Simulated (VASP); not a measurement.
Energy against volume of CeO₂ (fluorite). Method: PBE GGA with D3 dispersion (zero damping), VASP's PBE PAW potentials (set 64) (plane waves; VASP). Run with 520 eV cut-off, 7×7×7 Γ-centred mesh, Gaussian smearing of 0.050 eV, potentials Ce O.

```
V (Å³/atom)  E (eV/atom)
-----------  -----------
12.997          -8.90897
13.399          -8.91656
13.801          -8.91068
14.203          -8.89321
```

Fit these four points and predict the energy of the run at 12.595 Å³/atom.

A cubic in V^(−2/3), the third-order Birch-Murnaghan form, passes through the four points with V0 = 13.41 Å³/atom and B0 = 178 GPa, and gives -8.8857 eV/atom there. The run gave -8.8853 eV/atom, +0.4 meV/atom from the fit; all five points give B0 = 179 GPa.

The compound is CeO2 in the fluorite structure. It was relaxed first. The run is not spin-polarised, so no magnetic state was tried.
